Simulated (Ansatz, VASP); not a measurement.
# BN in two plane-wave programs

Wanted: the spread between two codes on one cell, functional and k mesh. The cell is taken from a series of runs on this material, whose earlier steps may have relaxed, scaled, displaced or heated it; both programs get it as it stands.

Calculated with Ansatz 0.2.0; plane waves, with VASP 6.6.1 beside it; zone-centre phonons at LDA.

## Step 1: Set-up

It takes space group F-43m (No. 216, cubic). The conventional cell has a = 3.580 Å, b = 3.580 Å, c = 3.580 Å, α = 90.00°, β = 90.00°, γ = 90.00°. Nearest to B lie 4 N at 1.55 Å. Nearest to N lie 4 B at 1.55 Å. Farther neighbours and most contacts between anions are not listed.

## Step 2: Ansatz: zone-centre phonons, LDA

Ansatz runs on its PAW soft_1 files.

Second derivatives magnify differences that forces hide, and they need a tight electronic threshold.

input.yaml

```yaml
crystal:
  lattice:
    - [0.0, 1.7899253151, 1.7899253151]
    - [1.7899253151, 0.0, 1.7899253151]
    - [1.7899253151, 1.7899253151, 0.0]
  atoms:
    - { symbol: B, position: [0.0, 0.0, 0.0] }
    - { symbol: "N", position: [0.25, 0.25, 0.25] }
total_charge: -0.004588
kpoints:
  mp_grid: { grid: [36, 36, 36] }
hamiltonian:
  xc: lda
  pseudopotentials: { kind: paw, azcp: { folder: soft_1 }, xc_functional: pbe }
scf:
  occupations: { method: fermi_dirac, width: 0.03 }
output:
  eigenvalues: true
phonons:
  method: dfpt
```

Started as:

```bash
$ ansatz run input.yaml --threads 8 --pin off --max-ram 16384MiB --backend cpu --events-out ev --progress --plain --runs-dir out
```

Numbers of over 12 decimals in the logs are rounded to 6 here.

Log:

```text
zone centre: on kpoints.mp_grid the ground state, and the responses unless they are solved on pairs of k-points, stand on 3349 of the mesh's 46656 k-points, reduced under 8 symmetry operations, with k and −k counted as one. Each operation leaves every solved displacement unchanged or reverses it
Engine: ansatz 0.2.0, aarch64-unknown-linux-gnu
Pseudopotentials: kind: paw
Pseudopotential: B, paw, valence charge 3, recommended cutoff 420 eV (normal), soft_1/B.paw.azcp
Pseudopotential: N, paw, valence charge 5, recommended cutoff 420 eV (normal), soft_1/N.paw.azcp
Functional definition: SPW92
  exchange = slater_x
  correlation = pw_c
Crystal: 2 atoms, lattice volume = 11.469 Å³
Basis set: ecut = 420 eV, 229 PW (Γ), exchange–correlation on 36×36×36 points (8 copies of the dense FFT grid, shifted against one another)
Bands: 9, of which v1, the nominal top of the filled ones, is band 4 counted from 1 (3 counted from 0)
Symmetry: 24 space group operations
k-points: 3349 of 46656 (irreducible under 8 space group operations, time reversal used)
Non-local potential: B, projectors of the file, l = 0: 2, l = 1: 2, l = 2: 1
Non-local potential: N, projectors of the file, l = 0: 2, l = 1: 2, l = 2: 1
PAW form: soft (Blöchl's): semilocal exchange-correlation on the pseudo side does not see the compensation charge
PAW frozen core: B, regenerated for the run's functional, and the local potential with it (the file was generated under x = pbe(κ = 0.804, μ = 0.219515), c = pbe(β = 0.066725))
PAW frozen core: N, regenerated for the run's functional, and the local potential with it (the file was generated under x = pbe(κ = 0.804, μ = 0.219515), c = pbe(β = 0.066725))
PAW one-centre angular grid: B, 110 points (default); XC on 64 Gauss nodes
PAW one-centre angular grid: N, 110 points (default); XC on 64 Gauss nodes
Initial density: superposition of atomic densities (chi_scale 0.1, normalization cell, long waves kept (reshape's long-wave potential 0.00 eV rms))
Initial wavefunctions: pseudopotential atomic-orbital guess
Functional: x = slater, c = lda
SCF iter   1: F=—  HF=-527.168942 eV  |F-HF|=—  |Δ(HF+E_count)|=         —  Δρ=1.49e-1  dr2=2.02e0  ethr=3.10e-3  ⟨swp⟩=4.8  Hψ=183189  notcnv=0
preconditioner: auto → none  [metal: Δε(μ)=0.055 eV  Ē_g=22.286 eV  σ=0.030 eV  W_gap=0.40  n_scr=0 (ndim 8)  ℏωp=31.0 eV  f_vac=0.000  D(μ)=0.03/eV (n_scr^D=0)]
SCF iter   2: F=—  HF=-526.481449 eV  |F-HF|=—  |Δ(HF+E_count)|=   6.87e-1  Δρ=6.44e-2  dr2=2.64e-1  ethr=3.10e-3  ⟨swp⟩=2.1  Hψ=82634  notcnv=0  defer=3205
SCF iter   3: F=—  HF=-526.407880 eV  |F-HF|=—  |Δ(HF+E_count)|=   7.36e-2  Δρ=2.17e-2  dr2=3.30e-2  ethr=3.10e-3  ⟨swp⟩=3.0  Hψ=52760  notcnv=0  defer=3205
SCF iter   4: F=—  HF=-526.398262 eV  |F-HF|=—  |Δ(HF+E_count)|=   9.62e-3  Δρ=2.91e-3  dr2=3.26e-4  ethr=4.12e-4  ⟨swp⟩=3.0  Hψ=53844  notcnv=0  defer=3205
SCF iter   5: F=—  HF=-526.398244 eV  |F-HF|=—  |Δ(HF+E_count)|=   1.77e-5  Δρ=1.57e-4  dr2=1.22e-6  ethr=4.07e-6  ⟨swp⟩=2.0  Hψ=36037  notcnv=0  defer=3205
SCF iter   6: F=—  HF=-526.398244 eV  |F-HF|=—  |Δ(HF+E_count)|=   6.97e-9  Δρ=1.46e-5  dr2=5.24e-9  ethr=1.52e-8  ⟨swp⟩=2.3  Hψ=43265  notcnv=0  defer=3205
SCF iter   7: F=—  HF=-526.398244 eV  |F-HF|=—  |Δ(HF+E_count)|=  7.87e-11  Δρ=7.60e-7  dr2=2.94e-11  ethr=6.54e-11  ⟨swp⟩=2.0  Hψ=37556  notcnv=0  defer=3205
SCF iter   8: F=-526.398244 eV  HF=-526.398244 eV  |F-HF|=0.00e0  |Δ(HF+E_count)|=  5.68e-12  Δρ=9.54e-8  dr2=3.58e-13  ethr=1.00e-12  ⟨swp⟩=9.4  Hψ=133342  notcnv=0
SCF 1 converged in 8 iterations: F = -526.398244 eV  dr2 = 3.58e-13
  greatest PAW one-centre occupation: 0.784 electrons in one spin orbital (limit 2), on the N atom at site 1 (counted from 0), in its partial waves of l = 0
DFPT response loops at Γ: preconditioner auto → Kerker (q_TF=auto, 2.570 Å⁻¹) (partly filled bands, converged f_vac=0.000); β = 1.00, the filter's whole step (`scf.mixing.beta` (0.50) is not read by the response loops under this deck's `scf.mixing.preconditioner`; to damp them name `kerker` or `kerker_dos`, under which they read `scf.mixing.beta`, and type it under 1.00, their step now; both keys bind the ground state too); Broyden in place of MSR1
SCF converged after 8 iterations
Free energy (F): -526.398244 eV
Harris-Foulkes:  -526.398244 eV  (|F-HF|=0.00e0)
Internal energy: -526.398160 eV  (E = F + TS)
E sigma→0 (E₀):  -526.398202 eV
Entropy (-TS):   -0.000085 eV (-0.042 meV/atom)
Fermi energy:    15.991266 eV
--- Per-component energies (eV) ---
  E_band       = 27.378682
  E_kinetic    = 185.068036
  E_local      = -157.028021  (includes V_loc(G=0)·N_el)
  E_nonlocal   = 44.166610
  E_hartree    = 47.759716
  E_xc         = -92.852937
  E_vxc        = -115.283063  (∫ρ·V_xc dr)
  E_paw        = -191.734852  (= ΣΔE_a)
  E_vpaw       = -25.065229  (= ΣTr[D̂ρ^β])
  E_aug_tail   = 0.000921  (compensation charges beyond the density's cutoff)
  E_ewald      = -361.903510
  E_core_change = 0.125878  (= ΣΔE_core)
  E_smearing   = -0.000085  (= −TS)
  E_closure    = -0.000000  (closes the sum)
  E_deformation_potential = -0.098192  (in the stress; not in F)
  Σ components = -526.398244   (vs F -526.398244, Δ=0.00e0)
--- Band table (eV; the first three rows and the last of 3349) ---
  k-point 0: bands = ["-9.0267", "11.3864", "11.3864", "11.3864", "20.2142", "20.2142", "20.2142", "22.2738", "36.3672"]
  k-point 1: bands = ["-9.0073", "11.2743", "11.3638", "11.3638", "20.2475", "20.2475", "20.2507", "22.3330", "36.3292"]
  k-point 2: bands = ["-8.9493", "10.9561", "11.2998", "11.2998", "20.3446", "20.3446", "20.3485", "22.5085", "36.2197"]
  k-point 3348: bands = ["-2.8299", "3.7542", "4.1389", "4.6166", "20.9516", "24.9553", "25.8144", "26.5017", "30.8596"]
--- Phonons (Γ-DFPT): 2 representative perturbations + reference, on 3349 of 46656 k-points (Σ response iterations 6) ---
  k mesh reduced under 8 symmetry operations, with k and −k counted as one. Each operation leaves every solved displacement unchanged or reverses it
  ASR residual: 1.238e-5 → 0.000e0 eV/Å²; symmetrization residual: 8.733e-7 eV/Å²
  ASR residual per site (eV/Å²): 1.24e-5 8.46e-6
  Γ frequencies (cm⁻¹): 0.00 0.00 0.00 1065.10 1065.10 1065.10
  non-analytic LO–TO correction: not included (Born effective charges unavailable; polar crystals: no LO–TO splitting at Γ)
```

## Step 3: VASP: zone-centre phonons, LDA

The same cell, functional (in two slightly different forms), mesh and smearing now go to VASP, with its own data sets.

Lines of VASP's logs that name or quote its potential files are left out, and so is its time.

INCAR

```
SYSTEM = BN
PREC = Accurate
ENCUT = 600
EDIFF = 1E-08
NELM = 120
ISMEAR = -1
SIGMA = 0.03
LREAL = .FALSE.
ALGO = Normal
GGA = CA
NELECT = 8.004588
NBANDS = 10
LORBIT = 11
LWAVE = .FALSE.
LCHARG = .FALSE.
ISIF = 2
IBRION = 8
LASPH = .TRUE.
GGA_COMPAT = .FALSE.
KPAR = 2
```

POSCAR

```
BN
1.0
    0.0000000000      1.7899253151      1.7899253151
    1.7899253151      0.0000000000      1.7899253151
    1.7899253151      1.7899253151      0.0000000000
B N
1 1
Direct
    0.0000000000      0.0000000000      0.0000000000
    0.2500000000      0.2500000000      0.2500000000
```

KPOINTS

```
Automatic mesh
0
Gamma
36 36 36
0 0 0
```

The projector-augmented-wave data sets are B and N (LDA family, release 64).

Started as:

```bash
$ mpirun -np 2 vasp_std
```

Log:

```text
[banner, memory and clock lines left out]
running    2 mpi-ranks, on    1 nodes
 distrk:  each k-point on    1 cores,    2 groups
 distr:  one band on    1 cores,    1 groups

 POSCAR found type information on POSCAR B N
 POSCAR found :  2 types and       2 ions
 LDA part: xc-table for (Slater(with rela. corr.)+CA(PZ))
 , standard interpolation
 POSCAR, INCAR and KPOINTS ok, starting setup
 FFT: planning ... GRIDC
 FFT: planning ... GRID_SOFT
 FFT: planning ... GRID
 WAVECAR not read
 entering main loop
       N       E                     dE             d eps       ncg     rms          rms(c)
DAV:   1     0.112968269159E+02    0.11297E+02   -0.55253E+03 25282   0.887E+02
DAV:   2    -0.200422419018E+02   -0.31339E+02   -0.30330E+02 29706   0.170E+02
DAV:   3    -0.205460058867E+02   -0.50376E+00   -0.50273E+00 29040   0.189E+01
DAV:   4    -0.205466397767E+02   -0.63389E-03   -0.63387E-03 27028   0.792E-01
DAV:   5    -0.205466403722E+02   -0.59556E-06   -0.59637E-06 28332   0.244E-02BRMIX: very serious problems
 the old and the new charge density differ
 old charge density:     8.00000 new    8.00459
BRMIX: very serious problems
 the old and the new charge density differ
 old charge density:     8.00000 new    8.00459
    0.665E+00
DAV:   6    -0.195118084654E+02    0.10348E+01   -0.33301E+00 25160   0.113E+01    0.316E+00
DAV:   7    -0.193926358545E+02    0.11917E+00   -0.10007E-01 27820   0.274E+00    0.179E+00
DAV:   8    -0.193601832018E+02    0.32453E-01   -0.50303E-02 28232   0.161E+00    0.189E-01
DAV:   9    -0.193600327552E+02    0.15045E-03   -0.86174E-04 27082   0.280E-01    0.817E-02
DAV:  10    -0.193600169481E+02    0.15807E-04   -0.43687E-05 28138   0.671E-02    0.138E-02
DAV:  11    -0.193600174162E+02   -0.46807E-06   -0.17581E-06 27464   0.963E-03    0.611E-03
DAV:  12    -0.193600173476E+02    0.68569E-07   -0.49133E-07 27484   0.442E-03    0.224E-04
DAV:  13    -0.193600173480E+02   -0.35106E-09   -0.78408E-09 15668   0.908E-04
   1 F= -.19360017E+02 E0= -.19359975E+02  d E =-.842253E-04
 Linear response reoptimize wavefunctions to high precision
DAV:   1    -0.193600173480E+02    0.35016E-10   -0.20406E-10 16964   0.173E-04
 Linear response DOF=           2
 Linear response progress:
  Degree of freedom:   1/  2
       N       E                     dE             d eps       ncg     rms          rms(c)
RMM:   1    -0.418802788414E-01   -0.41880E-01   -0.23957E-02327770   0.136E+00
RMM:   2    -0.365031176871E-01    0.53772E-02   -0.96282E-04195588   0.244E-01    0.149E-01
RMM:   3    -0.364346228754E-01    0.68495E-04   -0.13699E-04204655   0.791E-02    0.833E-02
RMM:   4    -0.367241768071E-01   -0.28955E-03   -0.16227E-04204343   0.899E-02    0.765E-03
RMM:   5    -0.367139360710E-01    0.10241E-04   -0.58634E-06209489   0.729E-03    0.111E-03
RMM:   6    -0.367112871265E-01    0.26489E-05   -0.37158E-07210388   0.519E-04    0.416E-04
RMM:   7    -0.367089905129E-01    0.22966E-05    0.51955E-08212787   0.389E-04    0.438E-05
RMM:   8    -0.367090727099E-01   -0.82197E-07   -0.20175E-09214882   0.283E-05    0.104E-05
RMM:   9    -0.367090190282E-01    0.53682E-07   -0.20109E-09218600   0.119E-05    0.849E-07
RMM:  10    -0.367090194029E-01   -0.37471E-09   -0.97505E-09145256   0.474E-06    0.343E-07
 first order change of Fermi-energy   0.64852E-05
 force on displaced ion       1 direction 1 : -25.675  -0.000  -0.000
 Linear response progress:
  Degree of freedom:   2/  2
       N       E                     dE             d eps       ncg     rms          rms(c)
RMM:   1    -0.230319677099E+00   -0.23032E+00    0.10093E-01259009   0.333E+00
RMM:   2    -0.224052882494E+00    0.62668E-02   -0.20000E-03195833   0.443E-01    0.232E-01
RMM:   3    -0.225034118271E+00   -0.98124E-03   -0.39770E-04190365   0.161E-01    0.125E-01
RMM:   4    -0.227078637073E+00   -0.20445E-02   -0.37694E-04184422   0.157E-01    0.232E-02
RMM:   5    -0.227138134508E+00   -0.59497E-04   -0.55878E-06211497   0.231E-02    0.878E-04
RMM:   6    -0.227146576252E+00   -0.84417E-05    0.98752E-08208724   0.115E-03    0.403E-04
RMM:   7    -0.227144630539E+00    0.19457E-05    0.90344E-08213786   0.376E-04    0.466E-05
RMM:   8    -0.227144439940E+00    0.19060E-06    0.54458E-08214100   0.268E-05    0.199E-05
RMM:   9    -0.227144377127E+00    0.62813E-07    0.52614E-08220182   0.226E-05    0.927E-07
RMM:  10    -0.227144376788E+00    0.33907E-09    0.56052E-08165781   0.905E-06    0.361E-07
 first order change of Fermi-energy   0.13407E-04
 force on displaced ion       2 direction 1 : -25.667   0.000   0.000
 Linear response finished
```

Parts of OUTCAR (step 3):

```text
NELECT = 8.004588

 ion  position               nearest neighbor table
   1  0.000  0.000  0.000-   2 1.55   2 1.55   2 1.55   2 1.55
   2  0.250  0.250  0.250-   1 1.55   1 1.55   1 1.55   1 1.55

  LATTYP: Found a face centered cubic cell.
 ALAT       =     3.5798506302

 Subroutine GETGRP returns: Found 24 space group operations
 (whereof 24 operations were pure point group operations)

The static configuration has the point symmetry T_d .

 Found   1240 irreducible k-points:

   k-points           NKPTS =   1240   k-points in BZ     NKDIM =   1240   number of bands    NBANDS=     10

   dimension x,y,z NGX =    20 NGY =   20 NGZ =   20
   dimension x,y,z NGXF=    40 NGYF=   40 NGZF=   40

   ENCUT  =  600.0 eV  44.10 Ry    6.64 a.u.   5.06  5.06  5.06*2*pi/ulx,y,z

 k-points in reciprocal lattice and weights: Automatic mesh
   0.00000000  0.00000000  0.00000000       0.000
   0.02777778  0.00000000  0.00000000       0.000
   0.05555556  0.00000000  0.00000000       0.000
   0.08333333  0.00000000  0.00000000       0.000
   0.11111111  0.00000000  0.00000000       0.000
   0.13888889  0.00000000  0.00000000       0.000
   0.16666667  0.00000000  0.00000000       0.000
   0.19444444  0.00000000  0.00000000       0.000
   0.22222222  0.00000000  0.00000000       0.000
[...]
-0.27777778  0.50000000  0.22222222       0.000
  -0.25000000  0.50000000  0.25000000       0.000

 average (electrostatic) potential at core
       1 -29.1656       2 -59.7680

  Total        0.1339002      0.1339002      0.1339002     -0.0000000      0.0000000     -0.0000000
  in kB       18.7049676     18.7049676     18.7049676     -0.0000000      0.0000000     -0.0000000
  external PRESSURE =      18.7049676 kB  Pullay stress =       0.0000000 kB

  energy-cutoff  :      600.00
  volume of cell :       11.47
      direct lattice vectors                 reciprocal lattice vectors
     0.000000000  1.789925315  1.789925315    -0.279341264  0.279341264  0.279341264
     1.789925315  0.000000000  1.789925315     0.279341264 -0.279341264  0.279341264
     1.789925315  1.789925315  0.000000000     0.279341264  0.279341264 -0.279341264

 POSITION                                       TOTAL-FORCE (eV/Angst)
 -----------------------------------------------------------------------------------
      0.00000      0.00000      0.00000        -0.000000     -0.000000     -0.000000
      0.89496      0.89496      0.89496         0.000000      0.000000      0.000000
 -----------------------------------------------------------------------------------
    total drift:                               -0.000000     -0.000000     -0.000000

 Eigenvectors and eigenvalues of the dynamical matrix
 ----------------------------------------------------

   1 f  =   32.069631 THz   201.499434 2PiTHz 1069.727745 cm-1   132.629277 meV
             X         Y         Z           dx          dy          dz
      0.000000  0.000000  0.000000     0.000000    0.751240    0.000000
      0.894963  0.894963  0.894963     0.000000   -0.660029    0.000000

   2 f  =   32.069631 THz   201.499434 2PiTHz 1069.727745 cm-1   132.629277 meV
             X         Y         Z           dx          dy          dz
      0.000000  0.000000  0.000000     0.751240    0.000000    0.000000
      0.894963  0.894963  0.894963    -0.660029    0.000000    0.000000

   3 f  =   32.069631 THz   201.499434 2PiTHz 1069.727745 cm-1   132.629277 meV
             X         Y         Z           dx          dy          dz
      0.000000  0.000000  0.000000     0.000000    0.000000    0.751240
      0.894963  0.894963  0.894963     0.000000    0.000000   -0.660029

   4 f/i=    0.002547 THz     0.016006 2PiTHz    0.084971 cm-1     0.010535 meV
             X         Y         Z           dx          dy          dz
      0.000000  0.000000  0.000000    -0.660029    0.000000    0.000000
      0.894963  0.894963  0.894963    -0.751240    0.000000    0.000000

   5 f/i=    0.002547 THz     0.016006 2PiTHz    0.084971 cm-1     0.010535 meV
             X         Y         Z           dx          dy          dz
      0.000000  0.000000  0.000000     0.000000   -0.660029    0.000000
      0.894963  0.894963  0.894963     0.000000   -0.751240    0.000000

   6 f/i=    0.002547 THz     0.016006 2PiTHz    0.084971 cm-1     0.010535 meV
             X         Y         Z           dx          dy          dz
      0.000000  0.000000  0.000000     0.000000    0.000000   -0.660029
      0.894963  0.894963  0.894963     0.000000    0.000000   -0.751240

 ELASTIC MODULI CONTR FROM IONIC RELAXATION (kBar)
 Direction    XX          YY          ZZ          XY          YZ          ZX
 --------------------------------------------------------------------------------
 XX          -0.0000      0.0000      0.0000      0.0000     -0.0000     -0.0000
 YY           0.0000     -0.0000      0.0000      0.0000      0.0000      0.0000
 ZZ           0.0000      0.0000     -0.0000     -0.0000      0.0000     -0.0000
 XY           0.0000      0.0000     -0.0000    -45.1414      0.0000      0.0000
 YZ          -0.0000      0.0000      0.0000      0.0000    -45.1414      0.0000
 ZX          -0.0000      0.0000     -0.0000      0.0000      0.0000    -45.1414
 --------------------------------------------------------------------------------
```

## Step 4: Side by side

Known differences besides the potentials themselves: the two LDA forms differ slightly; the cutoff is 420 eV in Ansatz and 600 eV in VASP; VASP's log shows a relativistic correction to its local exchange, Ansatz's none. Total energies have different zeros and are not compared.

Compared:

```tsv
quantity	Ansatz	VASP	difference
optical mode 1 to 3 (cm⁻¹)	1065.1	1069.7	-0.43 %
```

Modes are paired by rising frequency, not by their patterns, so a pair may set unlike modes beside each other; they are those without the splitting of longitudinal modes. The cell carries a charge of -0.004588 e against a uniform background, so its pressure also hangs on how the neutralising background is counted, and in a defect's cell a gap may be the spacing between its levels.

## Step 5: What came out

```
r.m.s. difference of the optical zone-centre modes, each program's sorted by frequency (zone-centre phonons, LDA) : 4.6 cm⁻¹
```

In words: The r.m.s. difference of the optical zone-centre modes, each program's sorted by frequency is 4.6 cm⁻¹ (zone-centre phonons, LDA). How closely two codes agree says nothing of how well the functional describes the real material.

[Lines on the potential files, build, host, timing and source positions are cut from VASP's logs without a mark.]

[Logs are printed without paths, hosts, clocks, repeated set-up lines and the standing remarks that a program may print on its own settings, such as how far it seeks lower states.]

[Hosts, paths, dates, database ids (printed as entryN), source tags and the programs' standing remarks are cut or masked in the printed files.]
